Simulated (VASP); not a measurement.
A run of VASP 6.6.1 is set up as follows.

POSCAR

```
LaH2Pd2
1.0
    0.0000000000      3.9715013900      0.0000000000
    3.9715013900      0.0000000000      0.0000000000
    1.9857502000      1.9857502000     -4.5942817500
Pd H La
2 2 1
Direct
    0.7500000000      0.2500000000      0.5000000000
    0.2500000000      0.7500000000      0.5000000000
    0.3750000000      0.3750000000      0.2500000000
    0.6250000000      0.6250000000      0.7500000000
    0.0000000000      0.0000000000      0.0000000000
```

The input INCAR.step1:

```
SYSTEM = LaH2Pd2
ALGO = Normal ; EDIFF = 1E-4
ENCUT = 520 ; GGA = PE
ISMEAR = -1 ; LASPH = .TRUE.
LCHARG = .FALSE. ; LREAL = .FALSE.
LWAVE = .TRUE. ; NBANDS = 24
NELM = 100 ; PREC = Accurate
SIGMA = 0.1
```

File INCAR.step2:

```
SYSTEM = LaH2Pd2
ALGO = Normal ; EDIFF = 1E-6
ENCUT = 520 ; ISIF = 2
ISMEAR = -1 ; ISTART = 1
LASPH = .TRUE. ; LCHARG = .FALSE.
LMIXTAU = .TRUE. ; LREAL = .FALSE.
LWAVE = .FALSE. ; METAGGA = R2SCAN
NBANDS = 24 ; NELM = 100
PREC = Accurate ; SIGMA = 0.1
```

The input KPOINTS:

```
k-points
0
G
  9 9 9
  0 0 0
```

Potentials or basis: VASP PAW PBE potentials, release 64 (Pd, H, La).

Run with:

```bash
$ cat potpaw_PBE.64/Pd/POTCAR potpaw_PBE.64/H/POTCAR potpaw_PBE.64/La/POTCAR > POTCAR
$ cp INCAR.step1 INCAR
$ mpirun -np 1 vasp_std > vasp.out
$ cp INCAR.step2 INCAR
$ mpirun -np 1 vasp_std > vasp.out
```

Question: What does it give for the largest force?

Answer: 0.590 eV/Å.

Question: What does it give for the pressure?

Answer: -3.6 GPa.

Question: What does it give for the band gap on the k mesh?

Answer: None (metal or under the smearing width).

Forces in eV/Å, atoms in the order of the input:
```
Pd   0.000  0.000  0.000
Pd   0.000  0.000  0.000
H    0.000  0.000 -0.590
H    0.000  0.000  0.590
La   0.000  0.000  0.000
```

Caveat: the PAW data sets were made with another functional, which shifts forces and pressure a little. The run has no spin-orbit coupling, so splittings on La are missing.
